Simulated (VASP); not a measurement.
```
CELL_PARAMETERS angstrom
      3.27943     0.00000     0.00000
      0.00000     3.28653     0.00000
      0.00000     0.00000     3.18348
ATOMIC_POSITIONS crystal
  In 0.50000 0.50000 0.50000
  Pd 0.02627 0.00000 0.00000
```
Cell charge +0.02.

Method: PBE GGA, VASP's PBE PAW potentials (set 64) (plane waves; VASP). Run with NELECT = 22.98, 400 eV cut-off, 10×10×10 Γ-centred mesh, Gaussian smearing of 0.050 eV, potentials In_d Pd.

The cell is charged, with a uniform compensating background.

Q: Which forces act on the atoms, in eV/Å?

A: 
```csv
atom,Fx,Fy,Fz
In1,0.416,0.000,0.000
Pd2,-0.416,0.000,0.000
```

Q: Give the stress tensor in GPa (positive for a compressed cell).

A: 
```
5.11  0.00  0.00
0.00  5.43  0.00
0.00  0.00  5.91
```
The pressure is its mean diagonal, 5.48 GPa.

The compound is PdIn in the CsCl type structure. The cell was not relaxed at this level, atoms are displaced from their ideal sites. The run is one of a series of settings (ISMEAR = 0, NELECT = 22.98, SIGMA = 0.05 against the base run), some of them coarse on purpose. The electron count is odd and the run is not spin-polarised, which forces a metal.
